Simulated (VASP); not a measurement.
Consider the following.

```
CELL_PARAMETERS angstrom
      0.00000     3.02940     3.02940
      3.02940     0.00000     3.02940
      3.02940     3.02940     0.00000
ATOMIC_POSITIONS crystal
  Pb 0.00000 0.00000 0.00000
  F  0.25000 0.25000 0.25000
  F  0.75000 0.75000 0.75000
```

Level of theory: PBE GGA, VASP's PBE PAW potentials (set 64) (plane waves; VASP). Numerical set-up: EDIFF = 1E-3, 520 eV cut-off, 6×6×6 Γ-centred mesh, Gaussian smearing of 0.050 eV, potentials Pb_d F.

**Question.** Give the stress tensor in GPa (positive for a compressed cell).

**Answer.** 
```
-1.86   0.00   0.00
 0.00  -1.86   0.00
 0.00   0.00  -1.86
```
The pressure is its mean diagonal, -1.86 GPa.

The compound is PbF2 in the fluorite structure, the β form. The cell was not relaxed at this level. The run is one of a series of settings (EDIFF = 1E-3 against the base run), some of them coarse on purpose.
